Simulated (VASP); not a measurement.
Given:

```yaml
crystal:
  lattice:
    - [4.69327, -8.12898, 0.00000]
    - [4.69327, 8.12898, 0.00000]
    - [0.00000, 0.00000, 10.01920]
  atoms:
    - { symbol: Al, position: [0.22172, 0.11156, 0.25049] }
    - { symbol: Al, position: [0.11045, 0.22196, 0.99888] }
    - { symbol: Al, position: [0.22165, 0.11051, 0.75072] }
    - { symbol: Al, position: [0.11653, 0.22763, 0.50037] }
    - { symbol: Al, position: [0.22101, 0.44399, 0.24908] }
    - { symbol: Al, position: [0.11060, 0.55566, 0.99887] }
    - { symbol: Al, position: [0.21940, 0.44328, 0.74962] }
    - { symbol: Al, position: [0.11675, 0.55598, 0.50022] }
    - { symbol: Al, position: [0.22179, 0.77717, 0.25047] }
    - { symbol: Al, position: [0.11092, 0.88893, 0.00059] }
    - { symbol: Al, position: [0.22166, 0.77829, 0.75063] }
    - { symbol: Al, position: [0.10868, 0.88783, 0.50147] }
    - { symbol: Al, position: [0.55528, 0.11116, 0.25035] }
    - { symbol: Al, position: [0.44363, 0.22083, 0.99975] }
    - { symbol: Al, position: [0.55594, 0.11136, 0.74980] }
    - { symbol: Al, position: [0.44377, 0.21787, 0.50014] }
    - { symbol: Al, position: [0.55797, 0.44113, 0.24566] }
    - { symbol: Al, position: [0.44435, 0.55557, 0.99950] }
    - { symbol: Al, position: [0.55607, 0.44378, 0.75262] }
    - { symbol: Al, position: [0.55793, 0.78374, 0.24578] }
    - { symbol: Al, position: [0.44372, 0.88968, 0.99963] }
    - { symbol: Al, position: [0.55603, 0.77899, 0.75253] }
    - { symbol: Al, position: [0.44382, 0.89293, 0.50014] }
    - { symbol: Al, position: [0.88965, 0.11225, 0.24993] }
    - { symbol: Al, position: [0.77730, 0.22211, 0.00011] }
    - { symbol: Al, position: [0.88777, 0.11059, 0.75042] }
    - { symbol: Al, position: [0.77997, 0.22350, 0.49981] }
    - { symbol: Al, position: [0.88973, 0.44433, 0.24988] }
    - { symbol: Al, position: [0.77898, 0.55603, 0.00019] }
    - { symbol: Al, position: [0.88790, 0.44424, 0.75044] }
    - { symbol: Al, position: [0.78195, 0.55503, 0.50023] }
    - { symbol: Al, position: [0.88916, 0.77803, 0.24999] }
    - { symbol: Al, position: [0.77888, 0.88965, 0.00015] }
    - { symbol: Al, position: [0.88843, 0.77766, 0.75028] }
    - { symbol: Al, position: [0.78185, 0.89375, 0.50034] }
    - { symbol: N, position: [0.22161, 0.10786, 0.44187] }
    - { symbol: N, position: [0.11019, 0.22181, 0.18982] }
    - { symbol: N, position: [0.22185, 0.11086, 0.94163] }
    - { symbol: N, position: [0.10925, 0.21973, 0.69410] }
    - { symbol: N, position: [0.11031, 0.55543, 0.18983] }
    - { symbol: N, position: [0.22158, 0.44431, 0.94254] }
    - { symbol: N, position: [0.10939, 0.55673, 0.69402] }
    - { symbol: N, position: [0.22170, 0.78081, 0.44186] }
    - { symbol: N, position: [0.11084, 0.88887, 0.19166] }
    - { symbol: N, position: [0.22200, 0.77814, 0.94157] }
    - { symbol: N, position: [0.11029, 0.88875, 0.69217] }
    - { symbol: N, position: [0.55775, 0.11238, 0.44168] }
    - { symbol: N, position: [0.44302, 0.22001, 0.19001] }
    - { symbol: N, position: [0.55568, 0.11126, 0.94068] }
    - { symbol: N, position: [0.44415, 0.22220, 0.69173] }
    - { symbol: N, position: [0.56465, 0.43500, 0.43579] }
    - { symbol: N, position: [0.44823, 0.55762, 0.19467] }
    - { symbol: N, position: [0.55610, 0.44383, 0.94365] }
    - { symbol: N, position: [0.44420, 0.55544, 0.70040] }
    - { symbol: N, position: [0.56454, 0.79643, 0.43598] }
    - { symbol: N, position: [0.44315, 0.88998, 0.18996] }
    - { symbol: N, position: [0.55610, 0.77903, 0.94356] }
    - { symbol: N, position: [0.44416, 0.88878, 0.69171] }
    - { symbol: N, position: [0.89370, 0.11559, 0.44113] }
    - { symbol: N, position: [0.77715, 0.22202, 0.19151] }
    - { symbol: N, position: [0.88809, 0.11108, 0.94138] }
    - { symbol: N, position: [0.77773, 0.22239, 0.69109] }
    - { symbol: N, position: [0.89395, 0.44513, 0.44107] }
    - { symbol: N, position: [0.77994, 0.55628, 0.19070] }
    - { symbol: N, position: [0.88828, 0.44391, 0.94141] }
    - { symbol: N, position: [0.77696, 0.55521, 0.69144] }
    - { symbol: N, position: [0.88714, 0.77705, 0.44185] }
    - { symbol: N, position: [0.77978, 0.89046, 0.19068] }
    - { symbol: N, position: [0.88873, 0.77780, 0.94126] }
    - { symbol: N, position: [0.77700, 0.88866, 0.69148] }
    - { symbol: Zr, position: [0.42340, 0.54509, 0.48530] }
```

Method: PBE GGA, VASP's PBE PAW potentials (set 64) (plane waves; VASP). Settings: PREC = Normal, LREAL = Auto, ISYM = 0, 400 eV cut-off, 1×1×1 Γ-centred mesh, Gaussian smearing of 0.050 eV, potentials Al N Zr_sv. Starting moments (MAGMOM): 71*0.0282. The cell's moment is fixed (NUPDOWN = 2).

At this cut-off the stress carries a Pulay error, which pulls relaxed volumes low.  The supercell is sampled at Γ alone, which is coarse: total energies, pressure and levels can be off, energies of defects by several tenths of an eV.

Task: Predict the cell moment, energy per atom (σ→0), pressure.

Result: 
The cell moment comes out as 2.00 μB. The energy per atom (σ→0) is -7.376 eV/atom. The pressure is -1.35 GPa.

Task: Give the moment on each site (PAW-sphere projection).

Result: 
| site | moment (μB) |
|---|---|
| Al1 | 0.00 |
| Al2 | 0.00 |
| Al3 | 0.00 |
| Al4 | 0.04 |
| Al5 | 0.04 |
| Al6 | 0.00 |
| Al7 | 0.00 |
| Al8 | 0.04 |
| Al9 | 0.00 |
| Al10 | 0.00 |
| Al11 | 0.00 |
| Al12 | 0.01 |
| Al13 | 0.00 |
| Al14 | 0.00 |
| Al15 | 0.00 |
| Al16 | 0.00 |
| Al17 | 0.00 |
| Al18 | 0.00 |
| Al19 | 0.00 |
| Al20 | 0.00 |
| Al21 | 0.00 |
| Al22 | 0.00 |
| Al23 | 0.00 |
| Al24 | 0.00 |
| Al25 | 0.00 |
| Al26 | 0.00 |
| Al27 | 0.00 |
| Al28 | 0.00 |
| Al29 | 0.00 |
| Al30 | 0.00 |
| Al31 | 0.00 |
| Al32 | 0.00 |
| Al33 | 0.00 |
| Al34 | 0.00 |
| Al35 | 0.00 |
| N36 | 0.05 |
| N37 | 0.01 |
| N38 | 0.00 |
| N39 | 0.03 |
| N40 | 0.01 |
| N41 | 0.00 |
| N42 | 0.03 |
| N43 | 0.05 |
| N44 | 0.00 |
| N45 | 0.00 |
| N46 | 0.00 |
| N47 | 0.00 |
| N48 | 0.00 |
| N49 | 0.00 |
| N50 | 0.00 |
| N51 | 0.01 |
| N52 | 0.03 |
| N53 | 0.00 |
| N54 | 0.01 |
| N55 | 0.01 |
| N56 | 0.00 |
| N57 | 0.00 |
| N58 | 0.00 |
| N59 | 0.00 |
| N60 | 0.00 |
| N61 | 0.00 |
| N62 | 0.00 |
| N63 | 0.00 |
| N64 | 0.00 |
| N65 | 0.00 |
| N66 | 0.00 |
| N67 | 0.00 |
| N68 | 0.00 |
| N69 | 0.00 |
| N70 | 0.00 |
| Zr71 | 0.57 |

The absolute energy has meaning only against runs of the same code, potentials and settings.

The cell is a supercell with a defect, built from AlN (wurtzite): Zr_Al-vac_N.
